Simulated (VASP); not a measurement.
Here is the system:

```
CdLi3
1.0
    0.00000     3.28021     3.28021
    3.28021     0.00000     3.28021
    3.28021     3.28021     0.00000
Li Cd
3 1
Direct
  0.25000   0.25000   0.25000
  0.75000   0.75000   0.75000
  0.50000   0.50000   0.50000
  0.00000   0.00000   0.00000
```

All values below come from PBEsol GGA with spin-orbit coupling, VASP's PBE PAW potentials (set 64) (plane waves; VASP 6.6.1). Run with 520 eV cut-off, 7×7×7 Γ-centred mesh, Gaussian smearing of 0.050 eV, potentials Li_sv Cd.

Problem. Estimate the energy per atom (σ→0), band gap (over mesh and band path) with the smallest direct gap where there is one.

Solution. 
The band gap (over mesh and band path) is none (metal, semimetal or under 0.01 eV) and the energy per atom (σ→0) is -1.954 eV/atom.

Total energies compare only between runs with the same potentials, cut-off and functional.

The structure comes from a computed database's Li3Cd entry (Fm-3m); how it stands against other phases isn't given here. It was relaxed first.
